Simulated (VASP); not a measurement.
Method: PBEsol GGA, VASP's PBE PAW potentials (set 64) (plane waves; VASP).

A VASP calculation is set up with these files.

**KPOINTS**
```
Regular mesh
0
gamma
  11 11 6
```

### INCAR
```
SYSTEM = SiC
PREC = Normal; ENCUT = 450; LREAL = .FALSE.
LASPH = .TRUE.
EDIFF = 1E-5; NELM = 100; NELMIN = 4
ALGO = Fast
ISMEAR = 0; SIGMA = 0.05
GGA = PS
IBRION = 2; NSW = 20; ISIF = 2
EDIFFG = -0.03
LWAVE = .FALSE.; LCHARG = .FALSE.
```

### POSCAR
```
SiC
1
    3.0770015652     0.0000000000     0.0000000000
   -1.5385007826     2.6647612800     0.0000000000
    0.0000000000     0.0000000000     5.0518812388
Si C
2 2
Direct
  0.3333330000   0.6666670000   0.0000000000
  0.6666670000   0.3333330000   0.5000000000
  0.3333330000   0.6666670000   0.3750000000
  0.6666670000   0.3333330000   0.8750000000
```

POTCAR, in this order: Si C (PBE.64 set). Program: vasp_std.

Output

### OSZICAR
```
       N       E                     dE             d eps       ncg     rms          rms(c)
DAV:   1     0.295326037492E+02    0.29533E+02   -0.68338E+03  1536   0.106E+03
DAV:   2    -0.326739310255E+02   -0.62207E+02   -0.57305E+02  2204   0.182E+02
DAV:   3    -0.353923435860E+02   -0.27184E+01   -0.27056E+01  2016   0.379E+01
DAV:   4    -0.354222476950E+02   -0.29904E-01   -0.29887E-01  1884   0.468E+00
DAV:   5    -0.354227446164E+02   -0.49692E-03   -0.49686E-03  1984   0.568E-01    0.124E+01
RMM:   6    -0.318900307455E+02    0.35327E+01   -0.85702E+00  1536   0.175E+01    0.570E+00
RMM:   7    -0.318891433056E+02    0.88744E-03   -0.32418E+00  1536   0.116E+01    0.261E+00
RMM:   8    -0.318479980035E+02    0.41145E-01   -0.48091E-01  1536   0.498E+00    0.815E-01
RMM:   9    -0.318273136897E+02    0.20684E-01   -0.33660E-02  1536   0.164E+00    0.225E-01
RMM:  10    -0.318269576649E+02    0.35602E-03   -0.18795E-02  1539   0.842E-01    0.135E-01
RMM:  11    -0.318271627264E+02   -0.20506E-03   -0.45749E-03  1536   0.467E-01    0.857E-02
RMM:  12    -0.318268480425E+02    0.31468E-03   -0.66258E-04  1562   0.169E-01    0.287E-02
RMM:  13    -0.318268584560E+02   -0.10413E-04   -0.48925E-04  1536   0.133E-01    0.213E-02
RMM:  14    -0.318268610383E+02   -0.25823E-05   -0.43838E-05  1365   0.590E-02
   1 F= -.31826861E+02 E0= -.31826861E+02  d E =-.318269E+02
       N       E                     dE             d eps       ncg     rms          rms(c)
DAV:   1    -0.318269798239E+02   -0.12137E-03   -0.61339E-02  1948   0.219E+00    0.684E-02
RMM:   2    -0.318269921202E+02   -0.12296E-04   -0.85214E-04  1536   0.254E-01    0.348E-02
RMM:   3    -0.318269697315E+02    0.22389E-04   -0.15315E-04  1537   0.105E-01    0.843E-03
RMM:   4    -0.318269713191E+02   -0.15876E-05   -0.23128E-05  1026   0.394E-02
   2 F= -.31826971E+02 E0= -.31826971E+02  d E =-.110281E-03
       N       E                     dE             d eps       ncg     rms          rms(c)
DAV:   1    -0.318271154193E+02   -0.14569E-03   -0.10898E-02  1760   0.924E-01    0.281E-02
RMM:   2    -0.318271177570E+02   -0.23378E-05   -0.13888E-04  1518   0.104E-01    0.136E-02
RMM:   3    -0.318271134835E+02    0.42736E-05   -0.22628E-05  1020   0.413E-02    0.358E-03
RMM:   4    -0.318271137120E+02   -0.22851E-06   -0.25447E-06   886   0.142E-02
   3 F= -.31827114E+02 E0= -.31827114E+02  d E =-.252674E-03
```

### OUTCAR
```
------------------------ aborting loop because EDIFF is reached ----------------------------------------
  FORCE on cell =-STRESS in cart. coord.  units (eV):
  Direction    XX          YY          ZZ          XY          YZ          ZX
  --------------------------------------------------------------------------------------
  Total       -0.0243715     -0.0243715     -0.0862600      0.0000000      0.0000000      0.0000000
  in kB       -0.9426565     -0.9426564     -3.3364217      0.0000000      0.0000000      0.0000000
  external PRESSURE =      -1.7405782 kB  Pullay stress =       0.0000000 kB
  volume of cell :       41.42
      direct lattice vectors                 reciprocal lattice vectors
     3.077001565  0.000000000  0.000000000     0.324991710  0.187634068  0.000000000
    -1.538500783  2.664761280  0.000000000     0.000000000  0.375268137  0.000000000
     0.000000000  0.000000000  5.051881239     0.000000000  0.000000000  0.197946063
  FREE ENERGIE OF THE ION-ELECTRON SYSTEM (eV)
  ---------------------------------------------------
  free  energy   TOTEN  =       -31.8271137120 eV

  energy  without entropy=      -31.8271137120  energy(sigma->0) =      -31.82711371

 reached required accuracy - stopping structural energy minimisation
```
(Selected blocks of OUTCAR.)

**CONTCAR**
```
SiC
   1.00000000000000
     3.0770015651999998    0.0000000000000000    0.0000000000000000
    -1.5385007825999999    2.6647612800000000    0.0000000000000000
     0.0000000000000000    0.0000000000000000    5.0518812388000001
  Si              C
     2     2
Direct
     0.3333330000000032    0.6666669999999968    0.9996196171479742
     0.6666669999999968    0.3333330000000032    0.4996196171479742
     0.3333330000000032    0.6666669999999968    0.3753803828520258
     0.6666669999999968    0.3333330000000032    0.8753803828520258
```

At this cut-off the stress carries a Pulay error, which pulls relaxed volumes low.

The compound is SiC in the wurtzite structure, the rare 2H polytype. This run relaxes the ions in a fixed cell. Symmetry was kept, so distortions that lower it aren't found.
